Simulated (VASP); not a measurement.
# TiAl: structure and properties in VASP, part 3 of 4

Aim: relax TiAl, then compute properties on the relaxed cell. The start is a computed cell from the Materials Project.

VASP 6.6.1; r2SCAN; plane waves and PAW (Ti_sv, Al).

Still holding for the runs below: This run has no spin polarisation. Its electron count is odd, so without a moment it is a metal by construction.

So far. Step 4 (Band structure (r2SCAN)): There is no gap at this level. Step 4 (Band structure (r2SCAN)): Of the bands kept, 1 crosses the Fermi level on this path.

**5. Total and projected DOS (r2SCAN)**

A density of states needs more k-points than a total energy; ISMEAR = -5 takes tetrahedra, and LORBIT projects the states on the PAW spheres. The mesh is finer than in the run before.

File INCAR:

```
SYSTEM = TiAl
PREC = Accurate
ENCUT = 400
EDIFF = 1E-06
NELM = 100
ISMEAR = -5
SIGMA = 0.2
LREAL = .FALSE.
ALGO = Normal
METAGGA = R2SCAN
LASPH = .TRUE.
NBANDS = 19
LORBIT = 11
LWAVE = .FALSE.
LCHARG = .FALSE.
KPAR = 2
NEDOS = 2001
```

File POSCAR:

```
TiAl
1.0
    3.1716237956      0.0000000000      0.0000000000
    0.0000000000      3.1716237956      0.0000000000
    0.0000000000      0.0000000000      3.1716237956
Ti Al
1 1
Direct
    0.0000000000      0.0000000000      0.0000000000
    0.5000000000      0.5000000000      0.5000000000
```

File KPOINTS:

```
Automatic mesh
0
Gamma
12 12 12
0 0 0
```

Potentials, in the order of the species: Ti_sv and Al (PBE family, release 64).

On the command line:

```
$ mpirun -np 2 vasp_std
```

The log of the run:

```text
[... set-up lines as in an earlier step ...]
 entering main loop
       N       E                     dE             d eps       ncg     rms          rms(c)
DAV:   1     0.920692668958E+02    0.92069E+02   -0.57575E+03  3200   0.695E+02
DAV:   2    -0.192432254485E+02   -0.11131E+03   -0.10556E+03  3272   0.224E+02
DAV:   3    -0.248023167342E+02   -0.55591E+01   -0.54196E+01  4046   0.514E+01
DAV:   4    -0.249551990231E+02   -0.15288E+00   -0.15242E+00  3845   0.794E+00
DAV:   5    -0.249599273285E+02   -0.47283E-02   -0.47359E-02  3692   0.136E+00    0.114E+01
DAV:   6    -0.203097854281E+02    0.46501E+01   -0.49158E+00  3520   0.298E+01    0.302E+00
DAV:   7    -0.202935849111E+02    0.16201E-01   -0.21006E-01  3669   0.489E+00    0.181E+00
DAV:   8    -0.203050451012E+02   -0.11460E-01   -0.25976E-02  4167   0.139E+00    0.285E-01
DAV:   9    -0.203052198148E+02   -0.17471E-03   -0.35158E-03  3666   0.520E-01    0.148E-01
DAV:  10    -0.203053312867E+02   -0.11147E-03   -0.18098E-04  3911   0.112E-01    0.281E-02
DAV:  11    -0.203053318970E+02   -0.61023E-06   -0.18117E-05  3771   0.293E-02    0.695E-03
DAV:  12    -0.203053330291E+02   -0.11321E-05   -0.62309E-07  2949   0.677E-03    0.172E-03
DAV:  13    -0.203053330035E+02    0.25598E-07   -0.15142E-07  1926   0.334E-03
   1 F= -.20305333E+02 E0= -.20305333E+02  d E =0.000000E+00
 -----------------------------------------------------------------------------
|                                                                             |
|           W    W    AA    RRRRR   N    N  II  N    N   GGGG   !!!           |
|           W    W   A  A   R    R  NN   N  II  NN   N  G    G  !!!           |
|           W    W  A    A  R    R  N N  N  II  N N  N  G       !!!           |
|           W WW W  AAAAAA  RRRRR   N  N N  II  N  N N  G  GGG   !            |
|           WW  WW  A    A  R   R   N   NN  II  N   NN  G    G                |
|           W    W  A    A  R    R  N    N  II  N    N   GGGG   !!!           |
|                                                                             |
|     Tetrahedron method does not include variations of the Fermi             |
|     occupations, so forces and stress will be inaccurate. We suggest        |
|     using a different smearing scheme ISMEAR = 1 or 2 for metals in         |
|     relaxations.                                                            |
|                                                                             |
 -----------------------------------------------------------------------------
```

Wall time 25 s (2 MPI ranks of Intel Xeon 6975P-C (Granite Rapids), shared host); peak memory 0.29 GiB; 40 s of CPU time.

OUTCAR, selected parts (step 5):

```text
   k-points           NKPTS =     84   k-points in BZ     NKDIM =     84   number of bands    NBANDS=     19

   NELECT =      15.0000    total number of electrons

 E-fermi :   8.9289

 k-point     1 :       0.0000    0.0000    0.0000
  band No.  band energies     occupation
    ...
      3     -25.5000      2.00000
      4     -25.5000      2.00000
      5      -0.9760      2.00000
      6       7.2718      2.00000
      7       7.2718      2.00000
      8      10.9837      0.00000
      9      10.9837      0.00000
     10      10.9837      0.00000
     11      13.5662      0.00000
     12      13.5662      0.00000
    ...

  Total       -0.0375222     -0.0375222     -0.0375222     -0.0000000     -0.0000000      0.0000000
  in kB       -1.8843147     -1.8843147     -1.8843147     -0.0000000     -0.0000000      0.0000000
  external PRESSURE =      -1.8843147 kB  Pullay stress =       0.0000000 kB

  FREE ENERGIE OF THE ION-ELECTRON SYSTEM (eV)
  ---------------------------------------------------
  free  energy   TOTEN  =       -20.3053330035 eV

  energy  without entropy=      -20.3053330035  energy(sigma->0) =      -20.30533300

[... 7 parts as in an earlier step ...]

[... 10 further parts left out ...]
```

With tetrahedra the forces and stress of a metal are not exact derivatives of the energy.

This step gave:

| Quantity | Value |
| --- | --- |
| irreducible k-points | 84 |
| free energy (TOTEN) | -20.31 eV |
| Fermi energy | 8.929 eV |
| pressure | -0.1884 GPa |
| DOS at the Fermi level | 2.193 states/eV/cell |

The density of states has structure finer than the step of the table below, so its rows give means over 1 eV, whole bins alone (the curve runs from -12.0 to 6.88 eV). Peaks (eV: height): total 0.0: 2.44, 0.8: 3.79, 1.0: 4.24, 3.0: 4.78; Ti d 0.0: 1.48, 0.8: 2.54, 1.0: 2.96, 3.0: 3.84; Al p -3.0: 0.233, -2.3: 0.149, 0.6: 0.136, 3.0: 0.143; Ti p -3.0: 0.0761, -2.3: 0.0719, 1.0: 0.0937, 5.1: 0.0751; Ti s -3.1: 0.0549, 0.0: 0.0494, 3.0: 0.0816, 5.1: 0.179.

States under -12.0 eV and over 6.9 eV are left out. The density of states by energy, zero at the Fermi level; means over each step; values in states/eV/cell:

```csv
energy (eV),total,Ti d,Al p,Ti p,Ti s,Al s
-11,0,0,0,0,0,0
-10,0.0253,0,1.0e-4,1.5e-4,0.00287,0.00489
-9,0.179,4.1e-4,0.00198,0.00307,0.0180,0.0338
-8,0.297,0.00304,0.00587,0.00960,0.0238,0.0553
-7,0.466,0.0130,0.0107,0.0221,0.0233,0.0910
-6,0.613,0.0497,0.0144,0.0284,0.0125,0.125
-5,0.489,0.0695,0.0272,0.0128,0.0180,0.0649
-4,0.528,0.0733,0.0511,0.0191,0.0328,0.0195
-3,1.30,0.296,0.141,0.0482,0.0369,0.0161
-2,1.38,0.468,0.117,0.0543,0.00674,0.00619
-1,0.935,0.493,0.0343,0.0181,0.00932,8.6e-4
0,1.77,1.10,0.0501,0.0286,0.0253,0.00703
1,3.12,2.12,0.0671,0.0654,0.0177,0.0153
2,0.907,0.658,0.00760,0.0257,0.00152,0.0103
3,1.68,1.25,0.0596,0.0276,0.0211,0.0419
4,0.629,0.320,0.0453,0.0249,0.00573,0.0478
5,1.41,0.620,0.0816,0.0523,0.0736,0.115
6,1.23,0.450,0.103,0.0557,0.0482,0.0597
```

The finer mesh and the other smearing move the Fermi level by +0.02 eV from the 8×8×8 run, a small shift, which tests the Fermi level alone. Of the states within 0.3 eV of the Fermi level, the largest shares in the PAW spheres are Ti d 62 %. The rest lies in smaller channels or between the spheres.

**6. Field gradients at the nuclei (r2SCAN)**

Field gradients probe how far the charge around each nucleus departs from cubic symmetry; LASPH keeps the non-spherical terms inside the spheres.

File INCAR:

```
SYSTEM = TiAl
PREC = Accurate
ENCUT = 400
EDIFF = 1E-07
NELM = 100
ISMEAR = 1
SIGMA = 0.2
LREAL = .FALSE.
ALGO = Normal
METAGGA = R2SCAN
LASPH = .TRUE.
NBANDS = 13
LORBIT = 11
LWAVE = .FALSE.
LCHARG = .FALSE.
KPAR = 2
LEFG = .TRUE.
```

POSCAR is that of step 5.

File KPOINTS:

```
Automatic mesh
0
Gamma
8 8 8
0 0 0
```

On the command line:

```
$ mpirun -np 2 vasp_std
```

The log of the run:

```text
[... set-up lines as in an earlier step ...]
 entering main loop
       N       E                     dE             d eps       ncg     rms          rms(c)
DAV:   1     0.776137079698E+02    0.77614E+02   -0.64814E+03   918   0.103E+03
DAV:   2    -0.193791584366E+02   -0.96993E+02   -0.93697E+02   940   0.286E+02
DAV:   3    -0.247989818406E+02   -0.54198E+01   -0.52376E+01  1392   0.660E+01
DAV:   4    -0.249617007607E+02   -0.16272E+00   -0.16223E+00  1042   0.103E+01
DAV:   5    -0.249679401945E+02   -0.62394E-02   -0.62384E-02  1368   0.186E+00    0.114E+01
DAV:   6    -0.202968542242E+02    0.46711E+01   -0.84163E+00  1083   0.436E+01    0.318E+00
DAV:   7    -0.202883645754E+02    0.84896E-02   -0.40001E-01  1043   0.737E+00    0.176E+00
DAV:   8    -0.202989464295E+02   -0.10582E-01   -0.32506E-02  1176   0.201E+00    0.309E-01
DAV:   9    -0.202993723439E+02   -0.42591E-03   -0.51850E-03  1143   0.780E-01    0.167E-01
DAV:  10    -0.202994560013E+02   -0.83657E-04   -0.44230E-04  1081   0.234E-01    0.231E-02
DAV:  11    -0.202994479515E+02    0.80498E-05   -0.78669E-05  1048   0.114E-01    0.172E-02
DAV:  12    -0.202994485796E+02   -0.62811E-06   -0.40869E-06  1091   0.269E-02    0.334E-03
DAV:  13    -0.202994486710E+02   -0.91346E-07   -0.87665E-07  1104   0.107E-02
ion   1
     0.0000000     0.0000000    -0.0000000     0.0000000    -0.0000000    -0.0000000
     0.0000422     0.0000000    -0.0000000     0.0000000    -0.0000000    -0.0000000
     0.0000581     0.0000000    -0.0000000     0.0000000    -0.0000000    -0.0000000
     0.0000800     0.0000000    -0.0000000     0.0000000    -0.0000000    -0.0000000
     0.0001102     0.0000000    -0.0000000     0.0000000    -0.0000000    -0.0000000

     0.0000000    -0.0000000    -0.0000000    -0.0000000    -0.0000000     0.0000000
     0.0000422    -0.0000000    -0.0000000    -0.0000000    -0.0000000     0.0000000
     0.0000581    -0.0000000    -0.0000000    -0.0000000    -0.0000000     0.0000000
     0.0000800    -0.0000000    -0.0000000    -0.0000000    -0.0000000     0.0000000
     0.0001102    -0.0000000    -0.0000000    -0.0000000    -0.0000000     0.0000000

ion   2
     0.0000000     0.0000000    -0.0000000    -0.0000000     0.0000000    -0.0000000
     0.0000349     0.0000000    -0.0000000    -0.0000000     0.0000000    -0.0000000
     0.0000480     0.0000000    -0.0000000    -0.0000000     0.0000000    -0.0000000
     0.0000661     0.0000000    -0.0000000    -0.0000000     0.0000000    -0.0000000
     0.0000910     0.0000000    -0.0000000    -0.0000000     0.0000000    -0.0000000

     0.0000000     0.0000000    -0.0000000    -0.0000000     0.0000000    -0.0000000
     0.0000349     0.0000000    -0.0000000    -0.0000000     0.0000000    -0.0000000
     0.0000480     0.0000000    -0.0000000    -0.0000000     0.0000000    -0.0000000
     0.0000661     0.0000000    -0.0000000    -0.0000000     0.0000000    -0.0000000
     0.0000910     0.0000000    -0.0000000    -0.0000000     0.0000000    -0.0000000

   1 F= -.20299449E+02 E0= -.20297777E+02  d E =-.501493E-02
```

Wall time 9.6 s (2 MPI ranks); peak memory 0.26 GiB.

Parts of OUTCAR (step 6):

```text
   NELECT =      15.0000    total number of electrons

 E-fermi :   8.9041

 k-point     1 :       0.0000    0.0000    0.0000
  band No.  band energies     occupation
    ...
      3     -25.5177      2.00000
      4     -25.5177      2.00000
      5      -0.9768      2.00000
      6       7.2667      2.00000
      7       7.2667      2.00000
      8      10.9665     -0.00000
      9      10.9665     -0.00000
     10      10.9665     -0.00000
     11      13.5658      0.00000
     12      13.5658      0.00000
    ...

  Total       -0.0018545     -0.0018545     -0.0018545     -0.0000000     -0.0000000      0.0000000
  in kB       -0.0931307     -0.0931307     -0.0931307     -0.0000000     -0.0000000      0.0000000
  external PRESSURE =      -0.0931307 kB  Pullay stress =       0.0000000 kB

 POSITION                                       TOTAL-FORCE (eV/Angst)
 -----------------------------------------------------------------------------------
      0.00000      0.00000      0.00000         0.000000      0.000000      0.000000
      1.58581      1.58581      1.58581         0.000000      0.000000      0.000000
 -----------------------------------------------------------------------------------
    total drift:                               -0.000000      0.000000      0.000000

  FREE ENERGIE OF THE ION-ELECTRON SYSTEM (eV)
  ---------------------------------------------------
  free  energy   TOTEN  =       -20.2994486710 eV

  energy  without entropy=      -20.2944337370  energy(sigma->0) =      -20.29777703

 Electric field gradients after diagonalization (V/A^2)
 (convention: |V_zz| > |V_xx| > |V_yy|)
----------------------------------------------------------------------
 ion       V_xx      V_yy      V_zz     asymmetry (V_yy - V_xx)/ V_zz
----------------------------------------------------------------------
   1      -0.000    -0.000    -0.000      -0.003
   2      -0.000     0.000     0.000       0.518
----------------------------------------------------------------------

[... 9 parts as in an earlier step ...]

[... 8 further parts left out ...]
```

This step gave:

```
bands                : 13
irreducible k-points : 35
free energy (TOTEN)  : -20.30 eV
Fermi energy         : 8.904 eV
pressure             : -0.009313 GPa
```

Electric field gradients, by row:

```csv
atom,Vxx (V/Å²),Vyy (V/Å²),Vzz (V/Å²),asymmetry
Ti1,0,0,0,-
Al2,0,0,0,-
```

All gradients vanish within the noise.

The run ends at a pressure of -0.01 GPa.

**7. Volume scan with r2SCAN**

An equation of state needs energies on both sides of the minimum, all on one mesh and cutoff.

INCAR, as its differences from that of step 6:

```diff
@@ -3,3 +3,3 @@
 ENCUT = 400
-EDIFF = 1E-07
+EDIFF = 1E-06
 NELM = 100
@@ -16,2 +16,2 @@
 KPAR = 2
-LEFG = .TRUE.
+ISIF = 2
```

File POSCAR:

```
TiAl
1.0
    3.1068786122      0.0000000000      0.0000000000
    0.0000000000      3.1068786122      0.0000000000
    0.0000000000      0.0000000000      3.1068786122
Ti Al
1 1
Direct
    0.0000000000      0.0000000000      0.0000000000
    0.5000000000      0.5000000000      0.5000000000
```

KPOINTS is that of step 6.

On the command line:

```
$ mpirun -np 2 vasp_std
```

The log of the run:

```text
[... set-up lines as in an earlier step ...]
 entering main loop
       N       E                     dE             d eps       ncg     rms          rms(c)
DAV:   1     0.827586479945E+02    0.82759E+02   -0.63728E+03   920   0.103E+03
DAV:   2    -0.194794197105E+02   -0.10224E+03   -0.98836E+02   955   0.300E+02
DAV:   3    -0.246849831487E+02   -0.52056E+01   -0.50308E+01  1344   0.664E+01
DAV:   4    -0.248345873113E+02   -0.14960E+00   -0.14926E+00  1029   0.106E+01
DAV:   5    -0.248407072328E+02   -0.61199E-02   -0.61192E-02  1380   0.192E+00    0.123E+01
DAV:   6    -0.202351677708E+02    0.46055E+01   -0.78348E+00  1065   0.432E+01    0.324E+00
DAV:   7    -0.202339474839E+02    0.12203E-02   -0.30439E-01  1031   0.655E+00    0.188E+00
DAV:   8    -0.202452839664E+02   -0.11336E-01   -0.32508E-02  1238   0.187E+00    0.305E-01
DAV:   9    -0.202460253387E+02   -0.74137E-03   -0.53696E-03  1178   0.706E-01    0.169E-01
DAV:  10    -0.202461105949E+02   -0.85256E-04   -0.43267E-04  1028   0.240E-01    0.146E-02
DAV:  11    -0.202461004743E+02    0.10121E-04   -0.57907E-05  1096   0.106E-01    0.173E-02
DAV:  12    -0.202461022533E+02   -0.17790E-05   -0.53348E-06  1053   0.321E-02    0.351E-03
DAV:  13    -0.202461018247E+02    0.42858E-06   -0.24585E-07   510   0.508E-03
   1 F= -.20246102E+02 E0= -.20244518E+02  d E =-.475038E-02
```

Elapsed: 9.2 s, on 2 MPI ranks; peak memory 0.23 GiB.

From OUTCAR (step 7):

```text
   ENCUT  =  400.0 eV  29.40 Ry    5.42 a.u.   5.07  5.07  5.07*2*pi/ulx,y,z

   NELECT =      15.0000    total number of electrons

 E-fermi :   9.5761

 k-point     1 :       0.0000    0.0000    0.0000
  band No.  band energies     occupation
    ...
      3     -24.6996      2.00000
      4     -24.6996      2.00000
      5      -0.5780      2.00000
      6       7.7783      2.00000
      7       7.7783      2.00000
      8      11.7936     -0.00000
      9      11.7936     -0.00000
     10      11.7936     -0.00000
     11      14.5684      0.00000
     12      14.5684      0.00000
    ...

  Total        1.5733086      1.5733086      1.5733086     -0.0000000     -0.0000000      0.0000000
  in kB       84.0526967     84.0526967     84.0526967     -0.0000000     -0.0000000      0.0000000
  external PRESSURE =      84.0526967 kB  Pullay stress =       0.0000000 kB

 POSITION                                       TOTAL-FORCE (eV/Angst)
 -----------------------------------------------------------------------------------
      0.00000      0.00000      0.00000         0.000000      0.000000      0.000000
      1.55344      1.55344      1.55344         0.000000      0.000000      0.000000
 -----------------------------------------------------------------------------------
    total drift:                               -0.000000      0.000000      0.000000

  FREE ENERGIE OF THE ION-ELECTRON SYSTEM (eV)
  ---------------------------------------------------
  free  energy   TOTEN  =       -20.2461018247 eV

  energy  without entropy=      -20.2413514412  energy(sigma->0) =      -20.24451836

[... 3 parts as in an earlier step ...]

[... 13 further parts left out ...]
```

The scan keeps the cell's shape and the fractional positions fixed.

Numbers from this step:

* free energy (TOTEN): -20.25 eV
* energy at zero smearing: -20.24 eV
* Fermi energy: 9.576 eV
* pressure: 8.405 GPa

The pressure here is 8.41 GPa.

**8. Volume scan with r2SCAN (run 2)**

INCAR is that of step 7.

File POSCAR:

```
TiAl
1.0
    3.1287587600      0.0000000000      0.0000000000
    0.0000000000      3.1287587600      0.0000000000
    0.0000000000      0.0000000000      3.1287587600
Ti Al
1 1
Direct
    0.0000000000      0.0000000000      0.0000000000
    0.5000000000      0.5000000000      0.5000000000
```

KPOINTS is that of step 7.

On the command line:

```
$ mpirun -np 2 vasp_std
```

The log of the run:

```text
[... set-up lines as in an earlier step ...]
 entering main loop
       N       E                     dE             d eps       ncg     rms          rms(c)
DAV:   1     0.818275245102E+02    0.81828E+02   -0.64740E+03   920   0.104E+03
DAV:   2    -0.192392531395E+02   -0.10107E+03   -0.97442E+02   935   0.297E+02
DAV:   3    -0.246930724819E+02   -0.54538E+01   -0.52460E+01  1381   0.685E+01
DAV:   4    -0.248877362533E+02   -0.19466E+00   -0.19432E+00  1086   0.111E+01
DAV:   5    -0.248943625620E+02   -0.66263E-02   -0.66255E-02  1276   0.190E+00    0.120E+01
DAV:   6    -0.202671844713E+02    0.46272E+01   -0.80474E+00  1083   0.433E+01    0.320E+00
DAV:   7    -0.202635987548E+02    0.35857E-02   -0.33184E-01  1013   0.681E+00    0.184E+00
DAV:   8    -0.202747720882E+02   -0.11173E-01   -0.33593E-02  1306   0.193E+00    0.316E-01
DAV:   9    -0.202752769597E+02   -0.50487E-03   -0.43877E-03  1101   0.701E-01    0.161E-01
DAV:  10    -0.202753556002E+02   -0.78640E-04   -0.37446E-04  1048   0.222E-01    0.181E-02
DAV:  11    -0.202753525283E+02    0.30719E-05   -0.66552E-05  1084   0.105E-01    0.158E-02
DAV:  12    -0.202753528985E+02   -0.37020E-06   -0.37341E-06  1066   0.266E-02
   1 F= -.20275353E+02 E0= -.20273735E+02  d E =-.485518E-02
```

Wall time 10 s (2 MPI ranks); peak memory 0.23 GiB.

Parts of OUTCAR (step 8):

```text
   ENCUT  =  400.0 eV  29.40 Ry    5.42 a.u.   5.10  5.10  5.10*2*pi/ulx,y,z

   NELECT =      15.0000    total number of electrons

 E-fermi :   9.3435

 k-point     1 :       0.0000    0.0000    0.0000
  band No.  band energies     occupation
    ...
      3     -24.9829      2.00000
      4     -24.9829      2.00000
      5      -0.7198      2.00000
      6       7.6010      2.00000
      7       7.6010      2.00000
      8      11.5068     -0.00000
      9      11.5068     -0.00000
     10      11.5068     -0.00000
     11      14.2204      0.00000
     12      14.2204      0.00000
    ...

  Total        1.0318409      1.0318409      1.0318409      0.0000000      0.0000000     -0.0000000
  in kB       53.9767926     53.9767926     53.9767926      0.0000000      0.0000000     -0.0000000
  external PRESSURE =      53.9767926 kB  Pullay stress =       0.0000000 kB

 POSITION                                       TOTAL-FORCE (eV/Angst)
 -----------------------------------------------------------------------------------
      0.00000      0.00000      0.00000         0.000000      0.000000      0.000000
      1.56438      1.56438      1.56438         0.000000      0.000000      0.000000
 -----------------------------------------------------------------------------------
    total drift:                               -0.000000      0.000000      0.000000

  FREE ENERGIE OF THE ION-ELECTRON SYSTEM (eV)
  ---------------------------------------------------
  free  energy   TOTEN  =       -20.2753528985 eV

  energy  without entropy=      -20.2704977137  energy(sigma->0) =      -20.27373450

[... 4 parts as in an earlier step ...]

[... 12 further parts left out ...]
```

This step gave:

| Item | Value |
| --- | --- |
| SCF cycles | 12 |
| free energy (TOTEN) | -20.28 eV |
| energy at zero smearing | -20.27 eV |
| Fermi energy | 9.344 eV |
| pressure | 5.398 GPa |

The pressure falls from 8.41 to 5.40 GPa.

The run ends at a pressure of 5.40 GPa.

(Continued in part 4 of 4.)

[Lines on the potential files, build, host, timing and source positions are cut from VASP's logs without a mark.]

[Logs are printed without paths, hosts, clocks, repeated set-up lines and the standing remarks that a program may print on its own settings, such as how far it seeks lower states.]

[Hosts, paths, dates, database ids (printed as entryN), source tags and the programs' standing remarks are cut or masked in the printed files.]

[A measured line is paired with the nearest computed mode of its activity, which favours agreement.]
